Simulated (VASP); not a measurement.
Input of a VASP 6.6.1 run:

Contents of INCAR:

```
SYSTEM = Li
  ALGO = Fast
  EDIFF = 1E-6
  ENCUT = 520
  GGA = PE
  GGA_COMPAT = .False.
  ISIF = 2
  ISMEAR = 0
  LASPH = .True.
  LCHARG = .False.
  LORBIT = 11
  LORBMOM = .True.
  LREAL = .False.
  LSORBIT = .True.
  LWAVE = .False.
  MAGMOM = 0 0 0
  NBANDS = 14
  NELM = 150
  PREC = Accurate
  SIGMA = 0.05
```

Contents of KPOINTS:

```
k-points
0
Gamma
  18 18 18
  0 0 0
```

POSCAR

```
Li
1.0
   -1.7203674781      1.7203674781      1.7203674781
    1.7203674781     -1.7203674781      1.7203674781
    1.7203674781      1.7203674781     -1.7203674781
Li
1
Direct
    0.0000000000      0.0000000000      0.0000000000
```

Potentials or basis: VASP PAW PBE potentials, release 64 (Li_sv).

Command:

```sh
$ cat potpaw_PBE.64/Li_sv/POTCAR > POTCAR
$ mpirun -np 1 vasp_ncl > vasp.out
```

Predict the net moment.

0.00 μB per cell.

Moments on the atoms (μB; x, y, z):
```
Li  0.00 0.00 0.00
```
